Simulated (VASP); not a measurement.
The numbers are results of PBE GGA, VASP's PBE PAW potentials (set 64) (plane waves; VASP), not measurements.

Input for VASP

INCAR:
```
ALGO  =  Normal
EDIFF  =  1E-7
ENCUT  =  520
GGA  =  PE
ISIF  =  2
ISMEAR  =  0
LASPH  =  .TRUE.
LCHARG  =  .FALSE.
LREAL  =  .FALSE.
LWAVE  =  .FALSE.
NELM  =  100
PREC  =  Accurate
SIGMA  =  0.05
SYSTEM  =  CaO
```

File POSCAR:
```
CaO
1
    0.0000000000     2.4670022874     2.4670022874
    2.4670022874     0.0000000000     2.4670022874
    2.4670022874     2.4670022874     0.0000000000
Ca O
1 1
Direct
  0.0000000000   0.0000000000   0.0000000000
  0.5000000000   0.5000000000   0.5000000000
```

**KPOINTS**
```
K-points
0
Gamma
 9 9 9
0 0 0
```

POTCAR, in this order: Ca_sv O (PBE.64 set). Program: vasp_std.

The run wrote:

OUTCAR:
```
 ion  position               nearest neighbor table
   1  0.000  0.000  0.000-   2 2.47   2 2.47   2 2.47   2 2.47   2 2.47   2 2.47
   2  0.500  0.500  0.500-   1 2.47   1 2.47   1 2.47   1 2.47   1 2.47   1 2.47
  LATTYP: Found a face centered cubic cell.
 ALAT       =     4.9340045748
 Subroutine PRICEL returns:
 Original cell was already a primitive cell.
 Subroutine GETGRP returns: Found 48 space group operations
The static configuration has the point symmetry O_h .
The dynamic configuration has the point symmetry O_h .
 Subroutine INISYM returns: Found 48 space group operations
 Subroutine IBZKPT returns following result:
 Found     35 irreducible k-points:

 Following reciprocal coordinates:
            Coordinates               Weight
  0.000000  0.000000  0.000000      1.000000
  0.111111  0.000000  0.000000      8.000000
  0.222222  0.000000  0.000000      8.000000
  0.333333  0.000000  0.000000      8.000000
  0.444444  0.000000  0.000000      8.000000
  0.111111  0.111111  0.000000      6.000000
  0.222222  0.111111  0.000000     24.000000
  0.333333  0.111111  0.000000     24.000000
  0.444444  0.111111  0.000000     24.000000
 -0.444444  0.111111  0.000000     24.000000
 -0.333333  0.111111  0.000000     24.000000
 -0.222222  0.111111  0.000000     24.000000
 -0.111111  0.111111  0.000000     12.000000
  0.222222  0.222222  0.000000      6.000000
  0.333333  0.222222  0.000000     24.000000
  0.444444  0.222222  0.000000     24.000000
 -0.444444  0.222222  0.000000     24.000000
 -0.333333  0.222222  0.000000     24.000000
 -0.222222  0.222222  0.000000     12.000000
  0.333333  0.333333  0.000000      6.000000
  0.444444  0.333333  0.000000     24.000000
 -0.444444  0.333333  0.000000     24.000000
 -0.333333  0.333333  0.000000     12.000000
  0.444444  0.444444  0.000000      6.000000
...
```

OSZICAR:
```
       N       E                     dE             d eps       ncg     rms          rms(c)
DAV:   1     0.132088573780E+03    0.13209E+03   -0.85518E+03   840   0.135E+03
DAV:   2    -0.746509520417E+01   -0.13955E+03   -0.13226E+03   988   0.331E+02
DAV:   3    -0.142493863371E+02   -0.67843E+01   -0.67321E+01  1076   0.759E+01
DAV:   4    -0.144902531193E+02   -0.24087E+00   -0.24054E+00  1228   0.126E+01
DAV:   5    -0.144927767594E+02   -0.25236E-02   -0.25235E-02  1052   0.145E+00    0.858E+00
DAV:   6    -0.128336446202E+02    0.16591E+01   -0.91647E+00   972   0.272E+01    0.386E+00
DAV:   7    -0.127773841273E+02    0.56260E-01   -0.79333E-01  1172   0.842E+00    0.178E+00
DAV:   8    -0.127786962190E+02   -0.13121E-02   -0.84691E-02   884   0.327E+00    0.440E-01
DAV:   9    -0.127767108976E+02    0.19853E-02   -0.26245E-02  1064   0.124E+00    0.142E-01
DAV:  10    -0.127772049941E+02   -0.49410E-03   -0.24229E-03   884   0.483E-01    0.266E-02
DAV:  11    -0.127772522035E+02   -0.47209E-04   -0.40081E-04  1236   0.157E-01    0.312E-02
DAV:  12    -0.127772375261E+02    0.14677E-04   -0.60085E-05   996   0.807E-02    0.568E-03
DAV:  13    -0.127772372856E+02    0.24048E-06   -0.48862E-06  1116   0.206E-02    0.900E-04
DAV:  14    -0.127772371320E+02    0.15356E-06   -0.25161E-07   968   0.588E-03    0.614E-04
DAV:  15    -0.127772372331E+02   -0.10104E-06   -0.64196E-08   540   0.305E-03    0.351E-04
DAV:  16    -0.127772372254E+02    0.76457E-08   -0.12472E-08   468   0.120E-03
   1 F= -.12777237E+02 E0= -.12777237E+02  d E =-.274113E-19
```

File OUTCAR:
```
------------------------ aborting loop because EDIFF is reached ----------------------------------------
  FORCE on cell =-STRESS in cart. coord.  units (eV):
  Direction    XX          YY          ZZ          XY          YZ          ZX
  --------------------------------------------------------------------------------------
  Total       -1.0137642     -1.0137642     -1.0137642      0.0000000      0.0000000      0.0000000
  in kB      -54.0889886    -54.0889886    -54.0889886      0.0000000      0.0000000      0.0000000
  external PRESSURE =     -54.0889886 kB  Pullay stress =       0.0000000 kB
  volume of cell :       30.03
      direct lattice vectors                 reciprocal lattice vectors
     0.000000000  2.467002287  2.467002287    -0.202675126  0.202675126  0.202675126
     2.467002287  0.000000000  2.467002287     0.202675126 -0.202675126  0.202675126
     2.467002287  2.467002287  0.000000000     0.202675126  0.202675126 -0.202675126
  FREE ENERGIE OF THE ION-ELECTRON SYSTEM (eV)
  ---------------------------------------------------
  free  energy   TOTEN  =       -12.7772372254 eV

  energy  without entropy=      -12.7772372254  energy(sigma->0) =      -12.77723723
```
(Selected blocks of OUTCAR.)

**OUTCAR**
```
 val. band max:        1.9227748226   @ k =   0.0000   0.0000   0.0000

 cond. band min:       5.6192913491   @ k =   0.4444   0.4444   0.0000


 Fermi energy:         2.2227001097

 k-point     1 :       0.0000    0.0000    0.0000
  band No.  band energies     occupation
      1     -36.0460      2.00000
      2     -16.8585      2.00000
      3     -16.8585      2.00000
      4     -16.8585      2.00000
      5     -13.4611      2.00000
      6       1.9228      2.00000
      7       1.9228      2.00000
      8       1.9228      2.00000
      9       6.0275      0.00000
     10       7.9465      0.00000
     11       7.9465      0.00000
     12       7.9465      0.00000

 k-point     2 :       0.1111    0.0000    0.0000
  band No.  band energies     occupation
      1     -36.0377      2.00000
      2     -16.9724      2.00000
      3     -16.8636      2.00000
      4     -16.8636      2.00000
      5     -13.3361      2.00000
      6       1.5052      2.00000
      7       1.7757      2.00000
      8       1.7757      2.00000
      9       6.5707      0.00000
     10       7.9069      0.00000
     11       8.1366      0.00000
     12       8.1366      0.00000

 k-point     3 :       0.2222    0.0000    0.0000
  band No.  band energies     occupation
      1     -36.0165      2.00000
      2     -17.2322      2.00000
      3     -16.8767      2.00000
      4     -16.8767      2.00000
      5     -13.0487      2.00000
      6       0.6827      2.00000
      7       1.4367      2.00000
      8       1.4367      2.00000
      9       7.7065      0.00000
     10       7.9825      0.00000
     11       8.6494      0.00000
     12       8.6494      0.00000

 k-point     4 :       0.3333    0.0000    0.0000
  band No.  band energies     occupation
      1     -35.9922      2.00000
      2     -17.4917      2.00000
      3     -16.8914      2.00000
      4     -16.8914      2.00000
      5     -12.7561      2.00000
      6      -0.0578      2.00000
...
```

The compound is CaO in the rock salt structure. This cell is one point of a volume scan, at 1.06 of the reference volume.
